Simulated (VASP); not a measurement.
Input:

```yaml
crystal:
  lattice:
    - [0.00000, 2.78236, 2.78236]
    - [2.78236, 0.00000, 2.78236]
    - [11.13592, 11.13592, -0.00650]
  atoms:
    - { symbol: Zn, position: [0.01070, 0.01070, 0.99197] }
    - { symbol: Zn, position: [0.00346, 0.00346, 0.24740] }
    - { symbol: Zn, position: [0.99693, 0.99693, 0.50230] }
    - { symbol: Zn, position: [0.98935, 0.98935, 0.75799] }
    - { symbol: Se, position: [0.25591, 0.25591, 0.05807] }
    - { symbol: Se, position: [0.24943, 0.24943, 0.31293] }
    - { symbol: Se, position: [0.24286, 0.24286, 0.56786] }
    - { symbol: S, position: [0.25135, 0.25135, 0.81148] }
```

These are PBEsol GGA, VASP's PBE PAW potentials (set 64) (plane waves; VASP 6.6.1) values and carry that method's errors. Numerical set-up: 400 eV cut-off, 7×7×2 Γ-centred mesh, Gaussian smearing of 0.050 eV, potentials Zn Se S.

Estimate the energy per atom (σ→0), band gap (on the k-mesh) with the smallest direct gap where there is one.

```yaml
band gap (on the k-mesh): 1.29 eV
smallest direct gap (on the k-mesh): 1.29 eV
energy per atom (σ→0): -3.478 eV/atom
```

Total energies compare only between runs with the same potentials, cut-off and functional.

The structure was generated: Zn4SSe3 was put into an ordered model structure (R3m), which need not be its known phase. It was relaxed first. The start is the result of an earlier pass.
